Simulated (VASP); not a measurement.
An input for Ansatz (written as the equivalent of a VASP run, and not itself run):

Ansatz 0.2 input:
```yaml
crystal:
  lattice:
    - [3.4565283, 0.0000000, 0.0000000]
    - [0.0000000, 3.4565283, 0.0000000]
    - [0.0000000, 0.0000000, 3.4565283]
  atoms:
    - { symbol: Al, position: [0.0000000, 0.0000000, 0.0000000] }
    - { symbol: Ni, position: [0.0000000, 0.5000000, 0.5000000], spin: 0.3 }
    - { symbol: Ni, position: [0.5000000, 0.0000000, 0.5000000], spin: 0.3 }
    - { symbol: Ni, position: [0.5000000, 0.5000000, 0.0000000], spin: 0.3 }
kpoints:
  mp_grid: { grid: [9, 9, 9] }
hamiltonian:
  xc: pbe
  dispersion: d4
  pseudopotentials: { kind: paw }
magnetization: { spin_polarized: true }
scf:
  occupations: { method: methfessel_paxton, width: 0.1 }
  max_iter: 100
output: { forces: true, stress: true, eigenvalues: true }
```

Problem. Write the VASP files for the same calculation (PBE-D4).

Solution. Several could match; the one computed here: 
File POSCAR:
```
Ni3Al
1
    3.4565283326     0.0000000000     0.0000000000
    0.0000000000     3.4565283326     0.0000000000
    0.0000000000     0.0000000000     3.4565283326
Al Ni
1 3
Direct
  0.0000000000   0.0000000000   0.0000000000
  0.0000000000   0.5000000000   0.5000000000
  0.5000000000   0.0000000000   0.5000000000
  0.5000000000   0.5000000000   0.0000000000
```

INCAR:
```
SYSTEM = Ni3Al
PREC = Accurate
ENCUT = 520
EDIFF = 1E-7
NELM = 100
ALGO = Normal
LREAL = .FALSE.
LASPH = .TRUE.
ISMEAR = 1
SIGMA = 0.1
GGA = PE
IVDW = 13
LMAXMIX = 4
ISPIN = 2
MAGMOM = -0.0 0.3 0.3 0.3
LORBIT = 10
LWAVE = .FALSE.
LCHARG = .FALSE.
ISIF = 2
```

**KPOINTS**
```
Automatic mesh
0
Gamma
9 9 9
0 0 0
```

POTCAR, in this order: Al Ni (PBE.64 set). Program: vasp_std.

The two are equivalent in intent, not identical: each code has its own PAW files, so the cut-off isn't converted (ENCUT is set for VASP's; basis.ecutwfc is left out, and Ansatz then takes the one that its files recommend); Ansatz stops its SCF on the density residual and VASP on the energy change (EDIFF).

The compound is Ni3Al in the L1_2 structure. This cell is one point of a volume scan, at 0.94 of the reference volume.
